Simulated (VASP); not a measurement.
Output of a VASP run:

### OSZICAR
```
...
DAV:  12    -0.154848519168E+02   -0.31073E-03   -0.23615E-04   362   0.733E-02    0.216E-02
DAV:  13    -0.154855288414E+02   -0.67692E-03   -0.38772E-04   344   0.831E-02    0.101E-02
DAV:  14    -0.154858279683E+02   -0.29913E-03   -0.47709E-05   338   0.399E-02    0.946E-03
DAV:  15    -0.154858580901E+02   -0.30122E-04   -0.41494E-06   290   0.129E-02    0.561E-03
DAV:  16    -0.154859306933E+02   -0.72603E-04   -0.21523E-05   332   0.179E-02    0.569E-03
DAV:  17    -0.154859205319E+02    0.10161E-04   -0.12483E-05   292   0.711E-03    0.188E-03
DAV:  18    -0.154859472867E+02   -0.26755E-04   -0.28361E-06   274   0.577E-03    0.971E-04
DAV:  19    -0.154859716159E+02   -0.24329E-04   -0.32942E-06   262   0.457E-03    0.125E-03
DAV:  20    -0.154859800450E+02   -0.84291E-05   -0.91454E-07   238   0.253E-03
   1 F= -.15485980E+02 E0= -.15485022E+02  d E =-.154860E+02
       N       E                     dE             d eps       ncg     rms          rms(c)
DAV:   1    -0.154869123929E+02   -0.94078E-03   -0.52520E-03   370   0.517E-01    0.299E-02
DAV:   2    -0.154868955608E+02    0.16832E-04   -0.47499E-04   376   0.141E-01    0.141E-02
DAV:   3    -0.154868922504E+02    0.33104E-05   -0.45193E-05   366   0.467E-02    0.614E-03
DAV:   4    -0.154868925521E+02   -0.30171E-06   -0.36116E-06   220   0.178E-02
   2 F= -.15486893E+02 E0= -.15486112E+02  d E =-.912507E-03
       N       E                     dE             d eps       ncg     rms          rms(c)
DAV:   1    -0.154893541098E+02   -0.24619E-02   -0.47116E-02   332   0.155E+00    0.808E-02
DAV:   2    -0.154892983418E+02    0.55768E-04   -0.30100E-03   348   0.390E-01    0.358E-02
DAV:   3    -0.154893027346E+02   -0.43928E-05   -0.21446E-04   420   0.112E-01    0.214E-02
DAV:   4    -0.154893039749E+02   -0.12404E-05   -0.16118E-05   248   0.353E-02
   3 F= -.15489304E+02 E0= -.15488802E+02  d E =-.332393E-02
       N       E                     dE             d eps       ncg     rms          rms(c)
DAV:   1    -0.154918151508E+02   -0.25124E-02   -0.18754E-01   332   0.309E+00    0.158E-01
DAV:   2    -0.154919536298E+02   -0.13848E-03   -0.90223E-03   338   0.727E-01    0.645E-02
DAV:   3    -0.154919907880E+02   -0.37158E-04   -0.62576E-04   444   0.195E-01    0.486E-02
DAV:   4    -0.154919924963E+02   -0.17082E-05   -0.38807E-05   338   0.488E-02
   4 F= -.15491992E+02 E0= -.15490985E+02  d E =-.601245E-02
       N       E                     dE             d eps       ncg     rms          rms(c)
DAV:   1    -0.154922158622E+02   -0.22507E-03   -0.28553E-02   332   0.120E+00    0.663E-02
DAV:   2    -0.154922372019E+02   -0.21340E-04   -0.13520E-03   340   0.284E-01    0.247E-02
DAV:   3    -0.154922445473E+02   -0.73453E-05   -0.97604E-05   428   0.773E-02    0.173E-02
DAV:   4    -0.154922462944E+02   -0.17471E-05   -0.68859E-06   252   0.215E-02
   5 F= -.15492246E+02 E0= -.15490998E+02  d E =-.626625E-02
       N       E                     dE             d eps       ncg     rms          rms(c)
DAV:   1    -0.154934622267E+02   -0.12177E-02   -0.45707E-02   322   0.136E+00    0.547E-02
DAV:   2    -0.154933485585E+02    0.11367E-03   -0.19231E-03   346   0.330E-01    0.200E-02
DAV:   3    -0.154933406842E+02    0.78742E-05   -0.19622E-04   462   0.911E-02    0.141E-02
DAV:   4    -0.154933442611E+02   -0.35768E-05   -0.98513E-06   250   0.261E-02
   6 F= -.15493344E+02 E0= -.15492173E+02  d E =-.109797E-02
```

OUTCAR:
```
------------------------ aborting loop because EDIFF is reached ----------------------------------------
  FORCE on cell =-STRESS in cart. coord.  units (eV):
  Direction    XX          YY          ZZ          XY          YZ          ZX
  --------------------------------------------------------------------------------------
  Total       -1.6711432     -1.6711433      0.0696986      0.0000000      0.0000000      0.0000000
  in kB      -15.9245696    -15.9245701      0.6641680      0.0000000      0.0000000      0.0000000
  external PRESSURE =     -10.3949906 kB  Pullay stress =       0.0000000 kB
  volume of cell :      168.13
      direct lattice vectors                 reciprocal lattice vectors
     2.836856438  0.000000000  0.000000000     0.352502857  0.203517616  0.000000000
    -1.418428219  2.456789779  0.000000000     0.000000000  0.407035233  0.000000000
     0.000000000  0.000000000 24.124103986     0.000000000  0.000000000  0.041452317
 POSITION                                       TOTAL-FORCE (eV/Angst)
 -----------------------------------------------------------------------------------
      0.00000      0.00000      8.52601        -0.000000     -0.000000     -0.019835
      1.41843      0.81893     10.87738         0.000000      0.000000      0.024856
     -0.00000      1.63786     13.24673        -0.000000      0.000000     -0.024856
      0.00000      0.00000     15.59809        -0.000000      0.000000      0.019835
 -----------------------------------------------------------------------------------
    total drift:                                0.000000      0.000000      0.000000
  FREE ENERGIE OF THE ION-ELECTRON SYSTEM (eV)
  ---------------------------------------------------
  free  energy   TOTEN  =       -15.4933442611 eV

  energy  without entropy=      -15.4898299754  energy(sigma->0) =      -15.49217283

 reached required accuracy - stopping structural energy minimisation
```
(Selected blocks of OUTCAR.)

**POSCAR**
```
Al(111) slab
1
    2.8368564379    -0.0000000000    -0.0000000000
   -1.4184282190     2.4567897789     0.0000000000
    0.0000000000     0.0000000000    24.1241039858
Al
4
Direct
  0.0000000000   0.0000000000   0.3559770000
  0.6666670000   0.3333330000   0.4519920000
  0.3333330000   0.6666670000   0.5480080000
  0.0000000000   0.0000000000   0.6440230000
```

Question: Reconstruct the remaining input files.

Answer: One answer among several that fit: the input of the run itself, PBEsol GGA, plane waves, VASP's PBE PAW potentials (set 64).

File KPOINTS:
```
Regular mesh
0
gamma
  11 11 1
```

**INCAR**
```
SYSTEM = Al(111) slab
PREC = Normal; ENCUT = 400; LREAL = F
LASPH = T
EDIFF = 1E-5; NELM = 100; NELMIN = 4
ALGO = Normal
ISMEAR = 1; SIGMA = 0.1
GGA = PS
IBRION = 2; NSW = 50; ISIF = 2
EDIFFG = -0.03
LWAVE = T; LCHARG = F
DIPOL = 0.5 0.5 0.5
LDIPOL = T; IDIPOL = 3
```

POTCAR, in this order: Al (PBE.64 set). Program: vasp_std.

The cell is a thin slab with vacuum, built from Al (fcc): (111) face.
